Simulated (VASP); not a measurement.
# NbTe (P-6m2) in VASP: notebook

One crystal, NbTe, is run at these levels: PBE; tasks: single point.

Everything below comes from runs of VASP 6.6.1. Logs are shortened: lines on timing, memory, paths and dates and some standing lists are left out, and cuts for length are marked.

### Step 1. The structure

The structure is hexagonal, space group P-6m2 (No. 187). Conventional cell: a = 3.703 Å, b = 3.703 Å, c = 3.694 Å, α = 90.00°, β = 90.00°, γ = 120.00°. Around Te (site symmetry -6m2) lie 6 Nb at 2.83 Å. Around Nb (site symmetry -6m2) lie 6 Te at 2.83 Å.

The cell comes from a database or a generator and needn't be the stable form of this composition.

### Step 2. Single point, PBE

File INCAR:

```
  PREC = Accurate
  ENCUT = 340
  EDIFF = 1E-7
  ISMEAR = 0
  SIGMA = 0.05
  LREAL = False
  LASPH = True
  NELM = 100
  ALGO = Normal
  ISIF = 2
  LWAVE = False
  LCHARG = False
  GGA = PE
  NBANDS = 16
  ADDGRID = False
```

File KPOINTS:

```
regular mesh
0
Gamma
  9 9 8
```

File POSCAR:

```
NbTe
1.0
    3.7029743866      0.0000000000      0.0000000000
   -1.8514871933      3.2068698884      0.0000000000
    0.0000000000      0.0000000000      3.6942110000
Te Nb
1 1
Direct
    0.6666666667      0.3333333333      0.0000000000
    0.0000000000      0.0000000000      0.5000000000
```

Potentials or basis: VASP PAW PBE potentials, release 64 (Te, Nb_pv).

On the command line:

```console
cat potpaw_PBE.64/Te/POTCAR potpaw_PBE.64/Nb_pv/POTCAR > POTCAR
mpirun -np 1 vasp_std > vasp.out
```

OUTCAR:

```text
PREC = Accurate
   ENCUT = 340
   EDIFF = 1E-7
   ISMEAR = 0
   LREAL = False
   LASPH = True
   NELM = 100
   ISIF = 2
   GGA = PE

 Found     60 irreducible k-points:

 Following reciprocal coordinates:
            Coordinates               Weight
  0.000000  0.000000  0.000000      1.000000
  0.111111 -0.000000  0.000000      6.000000
  0.222222 -0.000000  0.000000      6.000000
  0.333333  0.000000  0.000000      6.000000
  0.444444 -0.000000  0.000000      6.000000
  0.111111  0.111111  0.000000      6.000000
   k-points           NKPTS =     60   k-points in BZ     NKDIM =     60   number of bands    NBANDS=     16
   number of dos      NEDOS =    301   number of ions     NIONS =      2
   total plane-waves  NPLWV =  13824
   dimension x,y,z NGX =    24 NGY =   24 NGZ =   24
   dimension x,y,z NGXF=    48 NGYF=   48 NGZF=   48
   ions per type =               1   1
   NGX,Y,Z   is equivalent  to a cutoff of  10.77, 10.77, 10.80 a.u.
   NGXF,Y,Z  is equivalent  to a cutoff of  21.55, 21.55, 21.60 a.u.
 SYSTEM =  unknown system
   PREC   = accura    normal or accurate (medium, high low for compatibility)
   ISTART =      0    job   : 0-new  1-cont  2-samecut
   ICHARG =      2    charge: 1-file 2-atom 10-const
   ISPIN  =      1    spin polarized calculation?
   LNONCOLLINEAR =      F non collinear calculations
   LSORBIT =      F    spin-orbit coupling
   LASPH  =      T    aspherical Exc in radial PAW
   ENCUT  =  340.0 eV  24.99 Ry    5.00 a.u.   5.57  5.57  5.55*2*pi/ulx,y,z
   NELM   =    100;   NELMIN=  2; NELMDL= -5     # of ELM steps
   EDIFF  = 0.1E-06   stopping-criterion for ELM
[... 18 lines left out ...]
     AMIX     =   0.40;   BMIX     =  1.00
     AMIX_MAG =   1.60;   BMIX_MAG =  1.00
  volume/ion in A,a.u.               =      21.93       148.02
  Fermi-wavevector in a.u.,A,eV,Ry     =   1.193548  2.255479 19.382272  1.424557
  Thomas-Fermi vector in A             =   2.329560
   LORBIT       =      0    0 simple, 1 ext, 2 COOP (PROOUT), +10 PAW based schemes
   GGA     = PE    functional components
[... 5 lines left out ...]
 non-spin polarized calculation
 Gauss-broadening in eV      SIGMA  =   0.05
  energy-cutoff  :      340.00
  volume of cell :       43.87
 maximum number of plane-waves:       641
 NGX is ok and might be reduce to    24
   NGX = 11   NGY = 11   NGZ = 11

 number of electron      17.0000004 magnetization

 Free energy of the ion-electron system (eV)
  ---------------------------------------------------
  ext. energy  EPLUGINS =         0.00000000
  ---------------------------------------------------
  free energy    TOTEN  =       -13.51180873 eV

  energy without entropy =      -13.50991690  energy(sigma->0) =      -13.51086282

 E-fermi :   8.3946     XC(G=0): -11.2461

 val. band max:        8.3884390522   @ k =   0.3333   0.0000   0.1250
 cond. band min:       8.4170269020   @ k =   0.1111   0.1111   0.0000
 fundamental gap:      0.0285878498
 Fermi energy:         8.3946223406

 k-point     1 :       0.0000    0.0000    0.0000
  band No.  band energies     occupation
      1     -23.3636      2.00000
      2     -23.1845      2.00000
      3     -23.1845      2.00000
      4      -5.8061      2.00000
      5       5.2922      2.00000
      6       5.2922      2.00000
[... 8 lines left out ...]
     15      15.5076      0.00000
     16      15.5076      0.00000

 k-point     2 :       0.1111   -0.0000    0.0000
  band No.  band energies     occupation
      1     -23.3610      2.00000
      2     -23.2002      2.00000
      3     -23.1882      2.00000
      4      -5.6561      2.00000
      5       4.6342      2.00000
      6       5.3689      2.00000
[... 8 lines left out ...]
     15      16.1243      0.00000
     16      16.2601      0.00000

 k-point     3 :       0.2222   -0.0000    0.0000
  band No.  band energies     occupation
      1     -23.3544      2.00000
      2     -23.2396      2.00000
      3     -23.1976      2.00000
      4      -5.2385      2.00000
      5       3.4359      2.00000
      6       5.2834      2.00000
[... 8 lines left out ...]
     15      16.8307      0.00000
     16      17.5995      0.00000

 k-point     4 :       0.3333    0.0000    0.0000
  band No.  band energies     occupation
      1     -23.3470      2.00000
      2     -23.2840      2.00000
      3     -23.2081      2.00000
      4      -4.6690      2.00000
      5       2.2046      2.00000
      6       4.8653      2.00000
[... 8 lines left out ...]
     15      17.2267      0.00000
     16      17.5960      0.00000

 k-point     5 :       0.4444   -0.0000    0.0000
  band No.  band energies     occupation
      1     -23.3421      2.00000
      2     -23.3127      2.00000
      3     -23.2150      2.00000
      4      -4.2057      2.00000
      5       1.3773      2.00000
      6       4.6474      2.00000
[... 8 lines left out ...]
     15      17.1835      0.00000
     16      18.9752      0.00000

 k-point     6 :       0.1111    0.1111    0.0000
  band No.  band energies     occupation
      1     -23.3564      2.00000
      2     -23.2264      2.00000
      3     -23.1961      2.00000
      4      -5.3716      2.00000
      5       3.8259      2.00000
      6       5.3681      2.00000
[... 8 lines left out ...]
     15      16.8332      0.00000
     16      17.1986      0.00000

 [... further k-points ...]

------------------------ aborting loop because EDIFF is reached ----------------------------------------

  FORCE on cell =-STRESS in cart. coord.  units (eV):
  Direction    XX          YY          ZZ          XY          YZ          ZX
  --------------------------------------------------------------------------------------
  -------------------------------------------------------------------------------------
  Total       -0.0944081     -0.0944081      0.1397862      0.0000000     -0.0000000      0.0000000
  in kB       -3.4479908     -3.4479908      5.1052972      0.0000000     -0.0000000      0.0000000
  external PRESSURE =      -0.5968948 kB  Pullay stress =       0.0000000 kB

 VOLUME and BASIS-vectors are now :
 -----------------------------------------------------------------------------
  energy-cutoff  :      340.00
  volume of cell :       43.87
      direct lattice vectors                 reciprocal lattice vectors
     3.702974387  0.000000000  0.000000000     0.270053178  0.155915275  0.000000000
    -1.851487193  3.206869888  0.000000000     0.000000000  0.311830550  0.000000000
     0.000000000  0.000000000  3.694211000     0.000000000  0.000000000  0.270693796

 POSITION                                       TOTAL-FORCE (eV/Angst)
 -----------------------------------------------------------------------------------
      1.85149      1.06896      0.00000        -0.000000      0.000000      0.000000
      0.00000      0.00000      1.84711         0.000000      0.000000      0.000000
 -----------------------------------------------------------------------------------
    total drift:                               -0.000000      0.000000      0.000000

  FREE ENERGIE OF THE ION-ELECTRON SYSTEM (eV)
  ---------------------------------------------------
  free  energy   TOTEN  =       -13.5118087289 eV

  energy  without entropy=      -13.5099169025  energy(sigma->0) =      -13.51086282
```

It took 13 s on 1 thread of Intel Xeon Platinum 8488C (Sapphire Rapids), shared host; peak memory 0.15 GiB.

The run converged, but some of its settings lie outside the range that counts as converged, so its numbers aren't taken as properties of the crystal.

What came out:

```
Free energy            : -13.5118 eV
Pressure               : -0.1 GPa
Band gap on the k mesh : none (metal or under the smearing width)
```

### Step 3. Single point, PBE

Changes to INCAR since step 2:

```diff
@@ -1,3 +1,3 @@
   PREC = Accurate
-  ENCUT = 340
+  ENCUT = 280
   EDIFF = 1E-7
```

File KPOINTS:

```
regular mesh
0
Gamma
  10 10 9
```

POSCAR is that of step 2.

Potentials or basis: VASP PAW PBE potentials, release 64 (Te, Nb_pv).

On the command line:

```console
cat potpaw_PBE.64/Te/POTCAR potpaw_PBE.64/Nb_pv/POTCAR > POTCAR
mpirun -np 1 vasp_std > vasp.out
```

OUTCAR:

```text
PREC = Accurate
   ENCUT = 280
   EDIFF = 1E-7
   ISMEAR = 0
   LREAL = False
   LASPH = True
   NELM = 100
   ISIF = 2
   GGA = PE

 Found     70 irreducible k-points:

 Following reciprocal coordinates:
            Coordinates               Weight
  0.000000  0.000000  0.000000      1.000000
  0.100000 -0.000000  0.000000      6.000000
  0.200000 -0.000000  0.000000      6.000000
  0.300000  0.000000  0.000000      6.000000
  0.400000 -0.000000  0.000000      6.000000
  0.500000 -0.000000  0.000000      3.000000
   k-points           NKPTS =     70   k-points in BZ     NKDIM =     70   number of bands    NBANDS=     16
   number of dos      NEDOS =    301   number of ions     NIONS =      2
   total plane-waves  NPLWV =   8000
   dimension x,y,z NGX =    20 NGY =   20 NGZ =   20
   dimension x,y,z NGXF=    40 NGYF=   40 NGZF=   40
   ions per type =               1   1
   NGX,Y,Z   is equivalent  to a cutoff of   8.98,  8.98,  9.00 a.u.
   NGXF,Y,Z  is equivalent  to a cutoff of  17.96, 17.96, 18.00 a.u.
 SYSTEM =  unknown system
   PREC   = accura    normal or accurate (medium, high low for compatibility)
   ISTART =      0    job   : 0-new  1-cont  2-samecut
   ICHARG =      2    charge: 1-file 2-atom 10-const
   ISPIN  =      1    spin polarized calculation?
   LNONCOLLINEAR =      F non collinear calculations
   LSORBIT =      F    spin-orbit coupling
[... 56 lines left out ...]
 fundamental gap:      0.0332965202
 Fermi energy:         8.4126901062

 k-point     1 :       0.0000    0.0000    0.0000
  band No.  band energies     occupation
      1     -23.3789      2.00000
      2     -23.1853      2.00000
      3     -23.1853      2.00000
      4      -5.8092      2.00000
      5       5.2954      2.00000
      6       5.2954      2.00000
[... 91 lines left out ...]
      3     -23.2168      2.00000
      4      -4.1359      2.00000
      5       1.2544      2.00000
      6       4.6197      2.00000
[... 8 lines left out ...]
     15      17.2105      0.00000
     16      19.1776      0.00000

 [... further k-points ...]

------------------------ aborting loop because EDIFF is reached ----------------------------------------

  FORCE on cell =-STRESS in cart. coord.  units (eV):
  Direction    XX          YY          ZZ          XY          YZ          ZX
  --------------------------------------------------------------------------------------
  -------------------------------------------------------------------------------------
  Total       -0.1531697     -0.1531697     -0.0340135      0.0000000      0.0000000      0.0000000
  in kB       -5.5940915     -5.5940915     -1.2422476      0.0000000      0.0000000      0.0000000
  external PRESSURE =      -4.1434768 kB  Pullay stress =       0.0000000 kB

 VOLUME and BASIS-vectors are now :
 -----------------------------------------------------------------------------
  energy-cutoff  :      280.00
  volume of cell :       43.87
      direct lattice vectors                 reciprocal lattice vectors
     3.702974387  0.000000000  0.000000000     0.270053178  0.155915275  0.000000000
    -1.851487193  3.206869888  0.000000000     0.000000000  0.311830550  0.000000000
     0.000000000  0.000000000  3.694211000     0.000000000  0.000000000  0.270693796

 POSITION                                       TOTAL-FORCE (eV/Angst)
 -----------------------------------------------------------------------------------
      1.85149      1.06896      0.00000         0.000000      0.000000      0.000000
      0.00000      0.00000      1.84711        -0.000000      0.000000      0.000000
 -----------------------------------------------------------------------------------
    total drift:                               -0.000001      0.000001     -0.000000

  FREE ENERGIE OF THE ION-ELECTRON SYSTEM (eV)
  ---------------------------------------------------
  free  energy   TOTEN  =       -13.4971727609 eV

  energy  without entropy=      -13.4952400100  energy(sigma->0) =      -13.49620639
```

stdout:

```text
POSCAR found type information on POSCAR TeNb
 POSCAR found :  2 types and       2 ions
 scaLAPACK will be used
 LDA part: xc-table for (Slater+PW92), standard interpolation
 POSCAR, INCAR and KPOINTS ok, starting setup
 FFT: planning ... GRIDC
 FFT: planning ... GRID_SOFT
 FFT: planning ... GRID
 WAVECAR not read
 entering main loop
```

Run time: 12 s. Hardware: 1 thread of Intel Xeon Platinum 8488C (Sapphire Rapids), shared host; peak memory 0.13 GiB.

The run converged, but some of its settings lie outside the range that counts as converged, so its numbers aren't taken as properties of the crystal.

What came out:

```
Free energy            : -13.4972 eV
Pressure               : -0.4 GPa
Band gap on the k mesh : none (metal or under the smearing width)
```
